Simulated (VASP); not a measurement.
An input for Ansatz (written as the equivalent of a VASP run, and not itself run):

Ansatz 0.2 input:
```yaml
crystal:
  lattice:
    - [0.0000000, 1.9200000, 1.9200000]
    - [1.9200000, 0.0000000, 1.9200000]
    - [1.9200000, 1.9200000, 0.0000000]
  atoms:
    - { symbol: Ir, position: [0.0000000, 0.0000000, 0.0000000] }
kpoints:
  mp_grid: { grid: [15, 15, 15] }
hamiltonian:
  xc: pbe
  pseudopotentials: { kind: paw }
scf:
  occupations: { method: methfessel_paxton, width: 0.1 }
  max_iter: 100
relax:
  max_steps: 60
  f_tol: 0.01
  cell: {}
output: { forces: true, stress: true, eigenvalues: true }
```

Task: Translate this input to VASP (INCAR, KPOINTS, POSCAR, choice of POTCAR).

Result: This is not unique; one that fits is 
POSCAR:
```
Ir
1
    0.0000000000     1.9200000000     1.9200000000
    1.9200000000     0.0000000000     1.9200000000
    1.9200000000     1.9200000000     0.0000000000
Ir
1
Direct
  0.0000000000   0.0000000000   0.0000000000
```

### KPOINTS
```
K-points
0
G
15 15 15
0 0 0
```

INCAR:
```
ALGO = Normal
EDIFF = 1E-6
EDIFFG = -0.01
ENCUT = 400
GGA = PE
IBRION = 2
ISIF = 3
ISMEAR = 1
LASPH = T
LCHARG = F
LMAXMIX = 6
LREAL = F
LWAVE = F
NELM = 100
NSW = 60
PREC = Accurate
SIGMA = 0.1
SYSTEM = Ir
```

POTCAR, in this order: Ir (PBE.64 set). Program: vasp_std.

Limits of the translation: each code has its own PAW files, so the cut-off isn't converted (ENCUT is set for VASP's; basis.ecutwfc is left out, and Ansatz then takes the one that its files recommend); Ansatz stops its SCF on the density residual and VASP on the energy change (EDIFF).

The compound is Ir in the fcc structure. This run relaxes it. Symmetry was kept, so distortions that lower it aren't found.
